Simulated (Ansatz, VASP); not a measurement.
# Cross-check of SrZrSeO2 between VASP and Ansatz, part 2 of 3

One calculation is typed for both programs; each brings its own data sets. How far apart do they land? The cell is generated by rule, not measured, and may not be a known phase. Of the first pair: The cell is taken from a series of runs on this material, whose earlier steps may have relaxed, scaled, displaced or heated it; both programs get it as it stands.

VASP 6.6.1 and Ansatz 0.2.0.

So far: The starting structure; VASP: relaxation of cell and atoms, PBEsol, pair 1.

## 3. Ansatz: relaxation of cell and atoms, PBEsol, pair 1

Level of this step: Ansatz beside VASP: Kohn-Sham DFT, plane waves, PBEsol (Ansatz).

Ansatz runs on its default PAW (the set named soft_2) files.

The same cell, functional, mesh and smearing now go to Ansatz, which takes its cutoff from its data sets.

The input, input.yaml:

```yaml
crystal:
  lattice:
    - [3.7587457938, 0.0, 0.0]
    - [0.0, 3.7587457938, 0.0]
    - [0.0, 0.0, 6.3247729625]
  atoms:
    - { symbol: Sr, position: [0.0, 0.0, 0.0] }
    - { symbol: Zr, position: [0.5, 0.5, 0.5] }
    - { symbol: O, position: [0.5, 0.0, 0.7683151039] }
    - { symbol: O, position: [0.0, 0.5, 0.2316848961] }
    - { symbol: Se, position: [0.0, 0.0, 0.5] }
kpoints:
  mp_grid: { grid: [10, 10, 6] }
hamiltonian:
  xc: pbesol
scf:
  occupations: { method: methfessel_paxton, width: 0.2 }
output:
  forces: true
  stress: true
  eigenvalues: true
relax:
  adjacent_minimum: "off"
  f_tol: 0.001
  max_steps: 60
  cell: { stress_tol: 0.01 }
```

Run with:

```
$ ansatz run input.yaml --threads 8 --pin off --max-ram 14336MiB --backend cpu --events-out ev --progress --plain --runs-dir out
```

Numbers of over 12 decimals in the logs are rounded to 6 here.

The program printed:

```text
Engine: ansatz 0.2.0, aarch64-unknown-linux-gnu
Pseudopotentials: kind: paw
Pseudopotential: Sr, paw, valence charge 10, recommended cutoff 420 eV (normal), Sr.paw.azcp
Pseudopotential: Zr, paw, valence charge 12, recommended cutoff 420 eV (normal), Zr.paw.azcp
Pseudopotential: O, paw, valence charge 6, recommended cutoff 420 eV (normal), O.paw.azcp
Pseudopotential: Se, paw, valence charge 16, recommended cutoff 420 eV (normal), Se.paw.azcp
Functional definition: PBEsol
  exchange = pbesol_x
  correlation = pbesol_c
Crystal: 5 atoms, lattice volume = 89.357 Å³
Basis set: ecut = 420 eV, 1741 PW (Γ), exchange–correlation on 54×54×90 points (8 copies of the dense FFT grid, shifted against one another)
Bands: 30, of which v1, the nominal top of the filled ones, is band 25 counted from 1 (24 counted from 0)
Symmetry: 8 space group operations
Space group: P-4m2 (ITA 115), of the structure as read, at distance tolerance 4.5e-5 Å
k-points: 84 of 600 (time reversal used)
Non-local potential: Sr, projectors of the file, l = 0: 3, l = 1: 2, l = 2: 2
Non-local potential: Zr, projectors of the file, l = 0: 3, l = 1: 2, l = 2: 2, l = 3: 2
Non-local potential: O, projectors of the file, l = 0: 2, l = 1: 2, l = 2: 1
Non-local potential: Se, projectors of the file, l = 0: 2, l = 1: 2, l = 2: 3, l = 3: 1
PAW form: soft (Blöchl's): semilocal exchange-correlation on the pseudo side does not see the compensation charge
PAW frozen core: Sr, regenerated for the run's functional, and the local potential with it (the file was generated under x = pbe(κ = 0.804, μ = 0.219515), c = pbe(β = 0.066725))
PAW frozen core: Zr, regenerated for the run's functional, and the local potential with it (the file was generated under x = pbe(κ = 0.804, μ = 0.219515), c = pbe(β = 0.066725))
PAW frozen core: O, regenerated for the run's functional, and the local potential with it (the file was generated under x = pbe(κ = 0.804, μ = 0.219515), c = pbe(β = 0.066725))
PAW frozen core: Se, regenerated for the run's functional, and the local potential with it (the file was generated under x = pbe(κ = 0.804, μ = 0.219515), c = pbe(β = 0.066725))
PAW one-centre angular grid: Sr, 110 points (default); XC on 64 Gauss nodes
PAW one-centre angular grid: Zr, 590 points (default); XC on 64 Gauss nodes
PAW one-centre angular grid: O, 110 points (default); XC on 64 Gauss nodes
PAW one-centre angular grid: Se, 590 points (default); XC on 64 Gauss nodes
Initial density: superposition of atomic densities (neutral atoms: chi_scale 0, normalization atom), corrected by the library's trained network
Initial wavefunctions: pseudopotential atomic-orbital guess
Functional: x = pbesol(κ = 0.804, μ = 0.123457), c = pbesol(β = 0.046)
SCF iter   1: F=—  HF=-14170.281506 eV  |F-HF|=—  |Δ(HF+E_count)|=         —  Δρ=1.35e-2  dr2=1.36e-1  ethr=1.77e-3  ⟨swp⟩=6.5  Hψ=11780  notcnv=0
preconditioner: auto → LDOS  [metal: Δε(μ)=0.014 eV  Ē_g=10.511 eV  σ=0.200 eV  W_gap=0.06  n_scr=20 (ndim 8)  ℏωp=21.5 eV  f_vac=0.078  D(μ)=0.80/eV (n_scr^D=2)  β→1.0]
SCF iter   2: F=—  HF=-14170.307215 eV  |F-HF|=—  |Δ(HF+E_count)|=   2.57e-2  S|Δr|=    0.00e0  Δρ=1.84e-2  dr2=2.96e-1  ethr=2.72e-4  ⟨swp⟩=2.0  Hψ=4844  notcnv=0
SCF iter   3: F=—  HF=-14170.257001 eV  |F-HF|=—  |Δ(HF+E_count)|=   5.02e-2  S|Δr|=    0.00e0  Δρ=2.98e-3  dr2=6.96e-3  ethr=2.72e-4  ⟨swp⟩=2.0  Hψ=3279  notcnv=0
SCF iter   4: F=—  HF=-14170.255896 eV  |F-HF|=—  |Δ(HF+E_count)|=   1.11e-3  S|Δr|=    0.00e0  Δρ=2.44e-4  dr2=7.79e-5  ethr=1.39e-5  ⟨swp⟩=2.0  Hψ=3216  notcnv=0
SCF iter   5: F=—  HF=-14170.255939 eV  |F-HF|=—  |Δ(HF+E_count)|=   4.33e-5  S|Δr|=    0.00e0  Δρ=5.64e-5  dr2=3.17e-6  ethr=1.56e-7  ⟨swp⟩=2.8  Hψ=4554  notcnv=0
SCF iter   6: F=—  HF=-14170.255940 eV  |F-HF|=—  |Δ(HF+E_count)|=   4.87e-7  S|Δr|=    0.00e0  Δρ=1.19e-5  dr2=1.30e-7  ethr=6.35e-9  ⟨swp⟩=2.0  Hψ=4573  notcnv=0
SCF iter   7: F=-14170.255940 eV  HF=-14170.255940 eV  |F-HF|=5.49e-9  |Δ(HF+E_count)|=   9.94e-8  S|Δr|=    0.00e0  Δρ=2.90e-6  dr2=7.02e-9  ethr=2.00e-10  ⟨swp⟩=6.6  Hψ=11567  notcnv=0
SCF 1 converged in 7 iterations: F = -14170.255940 eV  dr2 = 7.02e-9
  greatest PAW one-centre occupation: 1.000 electrons in one spin orbital (limit 2), on the Se atom at site 4 (counted from 0), in its partial waves of l = 2
relax step   1: F+E_penalty+E_count = -14170.25593999 eV  Δ(F+E_penalty+E_count) = +0.000e0 eV  max|allowed force component| = 1.359e-3 eV/Å  Δτ_max = 0.0000 Å  P = -0.017 GPa  Ω = 89.357 Å³  (7 SCF iters, dr2 threshold 1.00e-7 eV, accepted)
[...]
relax step   2: F+E_penalty+E_count = -14170.25597725 eV  Δ(F+E_penalty+E_count) = -3.726e-5 eV  max|allowed force component| = 4.656e-4 eV/Å  Δτ_max = 0.0002 Å  P = +0.014 GPa  Ω = 89.338 Å³  energy of the carried Pulay correction = +3.599e-5 eV  (5 SCF iters, dr2 threshold 1.99e-9 eV, accepted)
[...]
relax step   3: F+E_penalty+E_count = -14170.25596080 eV  Δ(F+E_penalty+E_count) = +1.645e-5 eV  max|allowed force component| = 8.524e-5 eV/Å  Δτ_max = 0.0001 Å  P = -0.001 GPa  Ω = 89.348 Å³  energy of the carried Pulay correction = +1.834e-5 eV  (4 SCF iters, dr2 threshold 1.18e-9 eV, accepted)
[...]
relax step   4: F+E_penalty+E_count = -14170.25594974 eV  Δ(F+E_penalty+E_count) = +1.106e-5 eV  max|allowed force component| = 7.423e-5 eV/Å  Δτ_max = 0.0000 Å  P = -0.001 GPa  Ω = 89.348 Å³  stress off target by 4.66e-3 GPa  SCF on the basis re-selected at this cell (its energy is not comparable with the rows above)  (6 SCF iters)
basis re-selected at this cell: Δ(F+E_penalty+E_count) = +1.106e-5 eV, ΔP = -0.000 GPa vs the last step (what re-selecting the basis moved, of the pressure what is left beyond the Pulay correction that the steps carried, after the strain that the cell walked since its last selection, with what the two solves' SCF thresholds leave and, on support functions, any second-order correction that the steps lacked; it is no m [...]
SCF converged after 6 iterations
Stability not checked: this state was not tested for a lower state beside it, because cold or Methfessel-Paxton smearing, or corrected tetrahedra, fill the levels in a way that the test cannot read (fill_not_monotonic; see scf.lower_state_search)
Free energy (F): -14170.255950 eV
Harris-Foulkes:  -14170.255950 eV  (|F-HF|=0.00e0)
Internal energy: -14170.256699 eV  (E = F + TS)
E sigma→0 (E₀):  -14170.256137 eV
Entropy (-TS):   0.000750 eV (0.150 meV/atom)
Fermi energy:    11.018028 eV
--- Per-component energies (eV) ---
  E_band       = -542.303029
  E_kinetic    = 1048.401256
  E_local      = -4964.696545  (includes V_loc(G=0)·N_el)
  E_nonlocal   = -212.371507
  E_hartree    = 2100.617536
  E_xc         = -584.302725
  E_vxc        = -641.083757  (∫ρ·V_xc dr)
  E_paw        = -7714.918123  (= ΣΔE_a)
  E_vpaw       = 26.208215  (= ΣTr[D̂ρ^β])
  E_aug_tail   = 0.004218  (compensation charges beyond the density's cutoff)
  E_ewald      = -3844.369905
  E_core_change = 1.379094  (= ΣΔE_core)
  E_smearing   = 0.000750  (= −TS)
  E_closure    = -0.000000  (closes the sum)
  Σ components = -14170.255950   (vs F -14170.255950, Δ=0.00e0)
--- Forces (eV/Å), atoms counted from 1 ---
  atom   1  Sr    -0.00000000     0.00000000     0.00000000
  atom   2  Zr    -0.00000000     0.00000000     0.00000000
  atom   3  O      0.00000000     0.00000000     0.00007423
  atom   4  O      0.00000000     0.00000000    -0.00007423
  atom   5  Se    -0.00000000     0.00000000     0.00000000
  max |Σ_I F_I| component: 2.91e-16 eV/Å
--- Stress (GPa, compression-positive) ---
        0.000972       0.000000      -0.000000
        0.000000       0.000972      -0.000000
       -0.000000       0.000000      -0.004656
  P = ⅓ Tr σ = -0.0009 GPa (-0.009 kbar)
--- Band table (eV; the first three rows and the last of 84) ---
  k-point 0: bands = [... 21 lower, 7.2610, 7.7340, 9.8228, 9.8228, 10.6898, 10.8451, 11.5878, 12.6656, ... 1 higher]
  k-point 1: bands = [... 21 lower, 7.2477, 7.7273, 9.8151, 9.8151, 10.6022, 10.8459, 11.6865, 12.6967, ... 1 higher]
  k-point 2: bands = [... 21 lower, 7.2609, 7.6424, 9.8002, 9.8002, 10.6812, 10.8476, 11.5414, 12.9086, ... 1 higher]
  k-point 83: bands = [... 21 lower, 8.0853, 8.0853, 8.6044, 11.3294, 12.1018, 12.3874, 12.3874, 12.7067, ... 1 higher]
--- Relaxed structure (3 steps of the walk, 3 accepted, 1 SCFs on fresh bases) ---
  F+E_penalty+E_count = -14170.25594974 eV   max|allowed force component| = 7.423e-5 eV/Å   (the final SCF, on the basis selected at the relaxed cell)
  cell:  # Å, volume = 89.3475 Å³
    - [3.758274, 0.0, 0]
    - [0.0, 3.758274, 0.0]
    - [0, 0.0, 6.325658]
  atoms:
    - { symbol: Sr, position: [0, 0.0, 0] }
    - { symbol: Zr, position: [0.5, 0.5, 0.500000] }
    - { symbol: O, position: [0.5, 0.0, 0.768287] }
    - { symbol: O, position: [0, 0.5, 0.231713] }
    - { symbol: Se, position: [0, 0.0, 0.500000] }
```

Reading the cycles: dr2 is the Hartree energy of the density residual (eV), the measure of convergence; HF is the Harris–Foulkes estimate of the energy, which meets the free energy F at convergence.

## 4. Comparison

Known differences besides the potentials themselves: the data sets hold 50 valence electrons in Ansatz (on its default PAW (the set named soft_2) files) and 40 in VASP; the cutoff is 420 eV in Ansatz and 600 eV in VASP; Ansatz makes its cores anew for this functional, VASP keeps those of its PBE data sets; Ansatz adds a Pulay correction to the stress that steers its cell, VASP none. Total energies have different zeros and are not compared.

Compared:

```csv
quantity,Ansatz,VASP,difference
volume (Å³),89.35,89.69,-0.38 %
"edge a after relaxation, in the typed setting (Å)",3.758,3.761,-0.08 %
"edge c after relaxation, in the typed setting (Å)",6.326,6.340,-0.22 %
```

## 5. Ansatz: relaxation of cell and atoms, PBEsol, pair 2

The relaxed volume is the usual yardstick between codes: in a stiff, nearly cubic crystal its relative difference is about their pressure difference at one cell divided by the bulk modulus. Its start cell is another than that of the pair before, and may be another structure of the material.

The cell is taken from a series of runs on this material, whose earlier steps may have relaxed, scaled, displaced or heated it; both programs get it as it stands.

The input, input.yaml:

```yaml
crystal:
  lattice:
    - [5.546723074, 0.0, 0.0]
    - [0.0, 4.2576806111, 0.0]
    - [0.0, 0.0, 4.2576806111]
  atoms:
    - { symbol: Sr, position: [0.0, 0.0, 0.0] }
    - { symbol: Zr, position: [0.5, 0.5, 0.5] }
    - { symbol: O, position: [0.0, 0.0, 0.5] }
    - { symbol: Se, position: [0.5, 0.0, 0.0] }
    - { symbol: O, position: [0.0, 0.5, 0.0] }
kpoints:
  mp_grid: { grid: [6, 8, 8] }
hamiltonian:
  xc: pbesol
scf:
  occupations: { method: gaussian, width: 0.1 }
output:
  forces: true
  stress: true
  eigenvalues: true
relax:
  adjacent_minimum: "off"
  f_tol: 0.005
  max_steps: 80
  cell: { stress_tol: 0.05 }
```

The program printed:

```text
[...]
Crystal: 5 atoms, lattice volume = 100.550 Å³
Basis set: ecut = 420 eV, 1979 PW (Γ), exchange–correlation on 80×60×60 points (8 copies of the dense FFT grid, shifted against one another)
Bands: 30, of which v1, the nominal top of the filled ones, is band 25 counted from 1 (24 counted from 0)
Symmetry: 16 space group operations
[...]
k-points: 60 of 384
[...]
--- Relaxed structure (4 steps of the walk, 4 accepted, 1 SCFs on fresh bases) ---
[...]
cell:  # Å, volume = 100.1396 Å³
    - [5.582095, 0, 0.0]
    - [0, 4.235497, 0.0]
    - [0.0, 0.0, 4.235497]
  atoms:
    - { symbol: Sr, position: [0, 0, 0.0] }
    - { symbol: Zr, position: [0.5, 0.5, 0.5] }
    - { symbol: O, position: [0, 0, 0.5] }
    - { symbol: Se, position: [0.5, 0, 0.0] }
    - { symbol: O, position: [0, 0.5, 0.0] }
[key lines of the parts left out:]
SCF converged after 7 iterations
Free energy (F): -14164.224668 eV
Fermi energy:    8.225673 eV
P = ⅓ Tr σ = -0.0097 GPa (-0.097 kbar)
```

## 6. VASP: relaxation of cell and atoms, PBEsol, pair 2

The same cell, functional, mesh and smearing now go to VASP, with its own data sets.

The input, INCAR:

```
SYSTEM = SrZrSeO2
PREC = Accurate
ENCUT = 600
EDIFF = 1E-07
NELM = 120
ISMEAR = 0
SIGMA = 0.1
LREAL = .FALSE.
ALGO = Normal
GGA = PS
NBANDS = 26
LASPH = .TRUE.
LORBIT = 11
LWAVE = .FALSE.
LCHARG = .FALSE.
ISIF = 3
IBRION = 2
NSW = 80
EDIFFG = -0.005
GGA_COMPAT = .FALSE.
NELMIN = 4
KPAR = 2
```

The input, POSCAR:

```
SrZrSeO2
1.0
    5.5467230000      0.0000000000      0.0000000000
    0.0000000000      4.2576810000      0.0000000000
    0.0000000000      0.0000000000      4.2576810000
Sr Zr O Se
1 1 2 1
Direct
    0.0000000000      0.0000000000      0.0000000000
    0.5000000000      0.5000000000      0.5000000000
    0.0000000000      0.0000000000      0.5000000000
    0.0000000000      0.5000000000      0.0000000000
    0.5000000000      0.0000000000      0.0000000000
```

The input, KPOINTS:

```
Automatic mesh
0
Gamma
6 8 8
0 0 0
```

The projector-augmented-wave data sets are Sr_sv, Zr_sv, O and Se (PBE family, release 64).

Run with:

```
$ mpirun -np 2 vasp_std
```

The program printed:

```text
[banner, memory and clock lines left out]
running    2 mpi-ranks, on    1 nodes
[...]
[... a notice as in an earlier step ...]

 LDA part: xc-table for (Slater+PW92), standard interpolation
 POSCAR, INCAR and KPOINTS ok, starting setup
[...]
entering main loop
       N       E                     dE             d eps       ncg     rms          rms(c)
DAV:   1     0.327185440872E+03    0.32719E+03   -0.22759E+04  3120   0.163E+03
DAV:   2    -0.181925369545E+02   -0.34538E+03   -0.33802E+03  4000   0.364E+02
DAV:   3    -0.431425246092E+02   -0.24950E+02   -0.24841E+02  4580   0.921E+01
DAV:   4    -0.441025067351E+02   -0.95998E+00   -0.95825E+00  4664   0.150E+01
[...]
DAV:  21    -0.276660795152E+02    0.19215E-05   -0.78000E-06  3856   0.804E-03    0.921E-03
DAV:  22    -0.276660793871E+02    0.12808E-06   -0.24428E-07  1834   0.235E-03    0.262E-03
DAV:  23    -0.276660793699E+02    0.17228E-07   -0.82044E-08  1666   0.141E-03
   1 F= -.27666079E+02 E0= -.27649174E+02  d E =-.276661E+02
[... from here on, the cycles between the ionic steps are left out ...]
   2 F= -.27668049E+02 E0= -.27650883E+02  d E =-.197009E-02
   3 F= -.27668066E+02 E0= -.27650880E+02  d E =-.198663E-02
   4 F= -.27668169E+02 E0= -.27650869E+02  d E =-.102510E-03
 trial-energy change:   -0.000103  1 .order   -0.000102   -0.000232    0.000028
 step:   0.9103(harm=  0.9094)  dis= 0.00000  next Energy=   -27.668170 (dE=-0.104E-03)
 reached required accuracy - stopping structural energy minimisation
```

Parts of OUTCAR (step 6):

```text
  Total        0.0032207      0.0149137      0.0149137      0.0000000      0.0000000     -0.0000000
  in kB        0.0509857      0.2360927      0.2360927      0.0000000      0.0000000     -0.0000000
  external PRESSURE =       0.1743904 kB  Pullay stress =       0.0000000 kB

 POSITION                                       TOTAL-FORCE (eV/Angst)
 -----------------------------------------------------------------------------------
      5.58546      0.00000      0.00000        -0.000000      0.000000      0.000000
      2.79273      2.12837      2.12837         0.000000      0.000000      0.000000
      5.58546      0.00000      2.12837         0.000000      0.000000      0.000000
      5.58546      2.12837      0.00000        -0.000000      0.000000      0.000000
      2.79273      0.00000      0.00000        -0.000000      0.000000      0.000000
 -----------------------------------------------------------------------------------
    total drift:                                0.000000     -0.000000      0.000000

  FREE ENERGIE OF THE ION-ELECTRON SYSTEM (eV)
  ---------------------------------------------------
  free  energy   TOTEN  =       -27.6681685094 eV

  energy  without entropy=      -27.6335700612  energy(sigma->0) =      -27.65086929

[... 1 part as in an earlier step ...]

[... 3 further parts left out ...]
[key lines of the parts left out:]
E-fermi :   3.4600
```

The run keeps the 16 symmetry operations of its start, so it cannot find a distortion of lower symmetry.

## 7. Side by side

What differs besides the data sets and the points named for the pairs above, as far as they apply: the data sets hold 50 valence electrons in Ansatz (on its default PAW (the set named soft_2) files) and 40 in VASP. Total energies have different zeros and are not compared.

The two programs side by side:

```csv
quantity,Ansatz,VASP,difference
volume (Å³),100.14,101.21,-1.06 %
"edge a after relaxation, in the typed setting (Å)",5.582,5.585,-0.06 %
"edge b after relaxation, in the typed setting (Å)",4.236,4.257,-0.50 %
```

[end of part 2 of 3]

[Lines on the potential files, build, host, timing and source positions are cut from VASP's logs without a mark.]

[Logs are printed without paths, hosts, clocks, repeated set-up lines and the standing remarks that a program may print on its own settings, such as how far it seeks lower states.]

[Hosts, paths, dates, database ids (printed as entryN), source tags and the programs' standing remarks are cut or masked in the printed files.]
